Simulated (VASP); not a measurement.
Runs of VASP 6.6.1 on CdTe. It takes space group I-4m2 (No. 119, tetragonal). Conventional cell: a = 4.571 Å, b = 4.571 Å, c = 6.513 Å, α = 90.00°, β = 90.00°, γ = 90.00°. Cd (site symmetry -4m2) is surrounded by 4 Te at 2.81 Å. Around Te (site symmetry -4m2) lie 4 Cd at 2.81 Å. The cell was built by a generator and isn't the measured one.

```tsv
level	potentials or basis	further INCAR settings	pressure (GPa)	moment (μB)
PBE	VASP PAW PBE potentials, release 64 (Cd, Te)	ALGO = Fast; EDIFF = 1e-07	(a)	0.00
LDA	VASP PAW LDA potentials, release 64 (Cd, Te)	ALGO = Fast; EDIFF = 1e-07	-1.2	0.00
r2SCAN	VASP PAW PBE potentials, release 64 (Cd, Te)	ALGO = Normal; EDIFF = 1e-07	1.7	0.00
TB-mBJ	VASP PAW PBE potentials, release 64 (Cd, Te)	ALGO = Normal; EDIFF = 1e-07	-	0.00
```

Alike in all rows: task single point; spin non-collinear, zero start, SOC; cell as given; k mesh 8 × 8 × 8; cutoff (eV) 520; smearing gaussian 0.02 eV.

Q: Fill in the values left out.

A: (a) 2.7.

Caveats: the PAW data sets were made with another functional, which shifts forces and pressure a little (some runs).
